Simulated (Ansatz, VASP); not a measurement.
# Cross-check of Pt between VASP and Ansatz, part 2 of 2

Aim: how closely do two programs agree when they are given the same cell, functional and k mesh? The cell is taken from a series of runs on this material, whose earlier steps may have relaxed, scaled, displaced or heated it; both programs get it as it stands.

VASP 6.6.1 and Ansatz 0.2.0.

So far: The structure; Ansatz: elastic constants, PBE.

## 3. VASP: elastic constants, PBE

Level of this step: PBE; plane waves and PAW (Pt) (VASP).

The same cell, functional, mesh and smearing now go to VASP, with its own data sets.

Lines of VASP's logs that name or quote its potential files are left out, and so is its time.

INCAR

```
SYSTEM = Pt
PREC = Accurate
ENCUT = 500
EDIFF = 1E-08
NELM = 120
ISMEAR = -1
SIGMA = 0.15
LREAL = .FALSE.
ALGO = Normal
GGA = PE
NBANDS = 11
LASPH = .TRUE.
LORBIT = 11
LWAVE = .FALSE.
LCHARG = .FALSE.
ISIF = 3
IBRION = 6
NFREE = 2
POTIM = 0.015
NSW = 1
GGA_COMPAT = .FALSE.
KPAR = 2
```

POSCAR

```
Pt
1.0
    0.0000000000      1.9870938293      1.9870938293
    1.9870938293      0.0000000000      1.9870938293
    1.9870938293      1.9870938293      0.0000000000
Pt
1
Direct
    0.0000000000      0.0000000000      0.0000000000
```

KPOINTS

```
Automatic mesh
0
Gamma
22 22 22
0 0 0
```

Potentials, in the order of the species: Pt (PBE family, release 64).

On the command line:

```sh
mpirun -np 2 vasp_std
```

Numbers of over 12 decimals in the logs are rounded to 6 here.

The program printed:

```text
[banner, memory and clock lines left out]
running    2 mpi-ranks, on    1 nodes
 distrk:  each k-point on    1 cores,    2 groups
 distr:  one band on    1 cores,    1 groups

 POSCAR found type information on POSCAR Pt
 POSCAR found :  1 types and       1 ions
 LDA part: xc-table for (Slater+PW92), standard interpolation
 POSCAR, INCAR and KPOINTS ok, starting setup
 FFT: planning ... GRIDC
 FFT: planning ... GRID_SOFT
 FFT: planning ... GRID
 WAVECAR not read
 entering main loop
       N       E                     dE             d eps       ncg     rms          rms(c)
DAV:   1     0.370385924162E+02    0.37039E+02   -0.51903E+03  7464   0.812E+02
DAV:   2    -0.598575501570E+01   -0.43024E+02   -0.41167E+02  8252   0.170E+02
DAV:   3    -0.653912959786E+01   -0.55337E+00   -0.55075E+00  8438   0.184E+01
DAV:   4    -0.654137963769E+01   -0.22500E-02   -0.22499E-02  8367   0.138E+00
DAV:   5    -0.654139855324E+01   -0.18916E-04   -0.18915E-04  8457   0.117E-01    0.116E+01
DAV:   6    -0.619976771326E+01    0.34163E+00   -0.82588E-01  7777   0.715E+00    0.615E+00
DAV:   7    -0.616579166173E+01    0.33976E-01   -0.12898E-01  8311   0.275E+00    0.250E+00
DAV:   8    -0.616281150702E+01    0.29802E-02   -0.49593E-03  7846   0.598E-01    0.530E-01
DAV:   9    -0.616263355510E+01    0.17795E-03   -0.13815E-04  8077   0.102E-01    0.496E-02
DAV:  10    -0.616263615589E+01   -0.26008E-05   -0.42136E-06  9036   0.159E-02    0.576E-03
DAV:  11    -0.616263598429E+01    0.17159E-06   -0.34873E-08  8365   0.171E-03    0.877E-04
DAV:  12    -0.616263599225E+01   -0.79592E-08   -0.20877E-09  5136   0.293E-04
   1 F= -.61626360E+01 E0= -.61059959E+01  d E =-.113280E+00
[... from here on, the cycles between the ionic steps are left out ...]
   2 F= -.61587087E+01 E0= -.61011556E+01  d E =-.115106E+00
   3 F= -.61598956E+01 E0= -.61042576E+01  d E =-.111276E+00
   6 F= -.61587087E+01 E0= -.61011557E+01  d E =-.115106E+00
   7 F= -.61598957E+01 E0= -.61042577E+01  d E =-.111276E+00
   8 F= -.61617603E+01 E0= -.61052113E+01  d E =-.113098E+00
   9 F= -.61617603E+01 E0= -.61052114E+01  d E =-.113098E+00
  10 F= -.61617602E+01 E0= -.61052113E+01  d E =-.113098E+00
  11 F= -.61617603E+01 E0= -.61052113E+01  d E =-.113098E+00
  12 F= -.61617602E+01 E0= -.61052113E+01  d E =-.113098E+00
  13 F= -.61617603E+01 E0= -.61052113E+01  d E =-.113098E+00
  14 F= -.61626360E+01 E0= -.61059959E+01  d E =-.113280E+00
 Finite differences progress:
  Degree of freedom:   7/  7
  Displacement:        1/  2
  Total:              13/ 14
 bond charge predicted
       N       E                     dE             d eps       ncg     rms          rms(c)
DAV:   1    -0.615981592876E+01    0.28201E-02   -0.43866E+00  7216   0.127E+01    0.124E-01
DAV:   2    -0.616305724990E+01   -0.32413E-02   -0.36121E-02  8209   0.178E+00    0.778E-02
DAV:   3    -0.616263599741E+01    0.42125E-03   -0.15227E-03  8029   0.257E-01    0.693E-03
DAV:   4    -0.616263627843E+01   -0.28102E-06   -0.12248E-05  8496   0.319E-02    0.364E-03
DAV:   5    -0.616263604848E+01    0.22996E-06   -0.86813E-07  8460   0.668E-03    0.112E-03
DAV:   6    -0.616263598384E+01    0.64637E-07   -0.47634E-08  8398   0.170E-03    0.860E-05
DAV:   7    -0.616263598889E+01   -0.50517E-08   -0.84354E-10  4508   0.273E-04
  15 F= -.61626360E+01 E0= -.61059959E+01  d E =-.113280E+00
 Finite differences progress:
  Degree of freedom:   7/  7
  Displacement:        2/  2
  Total:              14/ 14
```

OUTCAR, selected parts (step 3):

```text
ion  position               nearest neighbor table
   1  0.000  0.000  0.000-

  LATTYP: Found a face centered cubic cell.
 ALAT       =     3.9741876586

 Subroutine GETGRP returns: Found 48 space group operations
 (whereof 48 operations were pure point group operations)

The static configuration has the point symmetry O_h .

 Found    328 irreducible k-points:

   k-points           NKPTS =    328   k-points in BZ     NKDIM =    328   number of bands    NBANDS=     11

   dimension x,y,z NGX =    20 NGY =   20 NGZ =   20
   dimension x,y,z NGXF=    40 NGYF=   40 NGZF=   40

   ENCUT  =  500.0 eV  36.75 Ry    6.06 a.u.   5.12  5.12  5.12*2*pi/ulx,y,z

   NELECT =      10.0000    total number of electrons

 k-points in reciprocal lattice and weights: Automatic mesh
   0.00000000  0.00000000  0.00000000       0.000
   0.04545455  0.00000000  0.00000000       0.001
   0.09090909  0.00000000  0.00000000       0.001
   0.13636364  0.00000000  0.00000000       0.001
   0.18181818  0.00000000  0.00000000       0.001
   0.22727273  0.00000000  0.00000000       0.001
   0.27272727  0.00000000  0.00000000       0.001
   0.31818182  0.00000000  0.00000000       0.001
   0.36363636  0.00000000  0.00000000       0.001
[...]
-0.27272727  0.45454545  0.22727273       0.002
  -0.27272727  0.50000000  0.22727273       0.001

 average (electrostatic) potential at core
       1 -63.5044

 E-fermi :  10.5417

 k-point     1 :       0.0000    0.0000    0.0000
  band No.  band energies     occupation
    ...
      2       6.9691      2.00000
      3       6.9691      2.00000
      4       6.9691      2.00000
      5       8.9849      1.99994
      6       8.9849      1.99994
      7      25.2613      0.00000
      8      30.0004      0.00000
      9      30.0004      0.00000
     10      30.0004      0.00000
     11      35.1996      0.00000

 k-point     2 :       0.0455    0.0000    0.0000
  band No.  band energies     occupation
    ...
      2       6.9339      2.00000
      3       7.0009      2.00000
      4       7.0009      2.00000
      5       8.9673      1.99994
      6       8.9673      1.99994
      7      25.3837      0.00000
      8      29.5358      0.00000
      9      30.1205      0.00000
     10      30.1205      0.00000
     11      35.7028      0.00000

 k-point     3 :       0.0909    0.0000    0.0000
  band No.  band energies     occupation
    ...
      2       6.8382      2.00000
      3       7.0884      2.00000
      4       7.0884      2.00000
      5       8.9242      1.99996
      6       8.9242      1.99996
      7      25.7273      0.00000
      8      28.4812      0.00000
      9      30.4727      0.00000
     10      30.4727      0.00000
     11      36.5800      0.00000

  Total       -0.0456192     -0.0456192     -0.0456192      0.0000000      0.0000000      0.0000000
  in kB       -4.6577168     -4.6577168     -4.6577168      0.0000000      0.0000000      0.0000000
  external PRESSURE =      -4.6577168 kB  Pullay stress =       0.0000000 kB

  energy-cutoff  :      500.00
  volume of cell :       15.69
      direct lattice vectors                 reciprocal lattice vectors
     0.000000000  1.987093829  1.987093829    -0.251623750  0.251623750  0.251623750
     1.987093829  0.000000000  1.987093829     0.251623750 -0.251623750  0.251623750
     1.987093829  1.987093829  0.000000000     0.251623750  0.251623750 -0.251623750

 POSITION                                       TOTAL-FORCE (eV/Angst)
 -----------------------------------------------------------------------------------
     -0.01500      0.00000      0.00000         0.000000     -0.000000     -0.000000
 -----------------------------------------------------------------------------------
    total drift:                               -0.000001     -0.000000     -0.000000

  FREE ENERGIE OF THE ION-ELECTRON SYSTEM (eV)
  ---------------------------------------------------
  free  energy   TOTEN  =        -6.1626359889 eV

  energy  without entropy=       -6.0493557887  energy(sigma->0) =       -6.10599589

  SYMMETRIZED ELASTIC MODULI (kBar)
 Direction    XX          YY          ZZ          XY          YZ          ZX
 --------------------------------------------------------------------------------
 XX        3030.3514   2128.2584   2128.2584     -0.0000     -0.0000      0.0000
 YY        2128.2584   3030.3514   2128.2584      0.0000      0.0000     -0.0000
 ZZ        2128.2584   2128.2584   3030.3514     -0.0000      0.0000     -0.0000
 XY          -0.0000      0.0000     -0.0000    799.8613      0.0000     -0.0000
 YZ          -0.0000      0.0000      0.0000      0.0000    799.8613      0.0000
 ZX           0.0000     -0.0000     -0.0000     -0.0000      0.0000    799.8613
 --------------------------------------------------------------------------------

 Eigenvectors and eigenvalues of the dynamical matrix
 ----------------------------------------------------

   1 f/i=    0.000000 THz     0.000000 2PiTHz    0.000000 cm-1     0.000000 meV
             X         Y         Z           dx          dy          dz
      0.000000  0.000000  0.000000     0.970143    0.242536    0.000000

   2 f/i=    0.000000 THz     0.000000 2PiTHz    0.000000 cm-1     0.000000 meV
             X         Y         Z           dx          dy          dz
      0.000000  0.000000  0.000000    -0.071056    0.284224   -0.956121

   3 f/i=    0.000000 THz     0.000000 2PiTHz    0.000000 cm-1     0.000000 meV
             X         Y         Z           dx          dy          dz
      0.000000  0.000000  0.000000    -0.231893    0.927574    0.292971

 ELASTIC MODULI CONTR FROM IONIC RELAXATION (kBar)
 Direction    XX          YY          ZZ          XY          YZ          ZX
 --------------------------------------------------------------------------------
 XX           0.0000      0.0000      0.0000      0.0000      0.0000      0.0000
 YY           0.0000      0.0000      0.0000      0.0000      0.0000      0.0000
 ZZ           0.0000      0.0000      0.0000      0.0000      0.0000      0.0000
 XY           0.0000      0.0000      0.0000      0.0000      0.0000      0.0000
 YZ           0.0000      0.0000      0.0000      0.0000      0.0000      0.0000
 ZX           0.0000      0.0000      0.0000      0.0000      0.0000      0.0000
 --------------------------------------------------------------------------------

 TOTAL ELASTIC MODULI (kBar)
 Direction    XX          YY          ZZ          XY          YZ          ZX
 --------------------------------------------------------------------------------
 XX        3030.3514   2128.2584   2128.2584     -0.0000     -0.0000      0.0000
 YY        2128.2584   3030.3514   2128.2584      0.0000      0.0000     -0.0000
 ZZ        2128.2584   2128.2584   3030.3514     -0.0000      0.0000     -0.0000
 XY          -0.0000      0.0000     -0.0000    799.8613      0.0000     -0.0000
 YZ          -0.0000      0.0000      0.0000      0.0000    799.8613      0.0000
 ZX           0.0000     -0.0000     -0.0000     -0.0000      0.0000    799.8613
 --------------------------------------------------------------------------------

 total charge
# of ion       s       p       d       tot
------------------------------------------
    1        0.618   0.564   8.015   9.197

[... 3 further parts left out ...]
```

CONTCAR:

```
Pt
   1.00000000000000
     0.0000000000000000    1.9870938293000000    1.9870938293000000
     1.9870938293000000    0.0000000000000000    1.9870938293000000
     1.9870938293000000    1.9870938293000000    0.0000000000000000
  Pt
     1
Direct
     0.0037743562429772   -0.0037743562429772   -0.0037743562429772
```

The last energy, forces, stress and levels in OUTCAR belong to the last displaced cell, not to the cell of POSCAR.

Levels, forces or a CONTCAR printed for this step are those of its last displaced cell, not of the structure at rest.

## 4. Differences

Known differences besides the potentials themselves: the data sets hold 18 valence electrons in Ansatz (on its default PAW (the set named soft_2) files) and 10 in VASP; the cutoff is 420 eV in Ansatz and 500 eV in VASP; VASP takes each elastic constant from one size of strain, Ansatz from those that its log lists. Total energies have different zeros and are not compared.

Compared:

```csv
quantity,Ansatz,VASP,difference
C11 (GPa),305.3,303.0,+0.75 %
C22 (GPa),305.3,303.0,+0.75 %
C33 (GPa),305.3,303.0,+0.75 %
C12 (GPa),213.7,212.8,+0.42 %
C13 (GPa),213.7,212.8,+0.42 %
C23 (GPa),213.7,212.8,+0.42 %
C44 (GPa),80.0,80.0,-0.04 %
C55 (GPa),80.0,80.0,-0.04 %
C66 (GPa),80.0,80.0,-0.04 %
```

## 5. Summary of results

| Property | Result |
| --- | --- |
| difference in C11 (elastic constants, PBE) | 0.75 % |

In words: The difference in C11 is 0.75 % (elastic constants, PBE), within the 5 % picked in this series as the mark of a large difference. The data sets hold unlike numbers of valence electrons (18 in Ansatz and 10 in VASP), so part of the differences comes from the potentials. How closely two codes agree says nothing of how well the functional describes the real material.

[Lines on the potential files, build, host, timing and source positions are cut from VASP's logs without a mark.]

[Logs are printed without paths, hosts, clocks, repeated set-up lines and the standing remarks that a program may print on its own settings, such as how far it seeks lower states.]

[Hosts, paths, dates, database ids (printed as entryN), source tags and the programs' standing remarks are cut or masked in the printed files.]
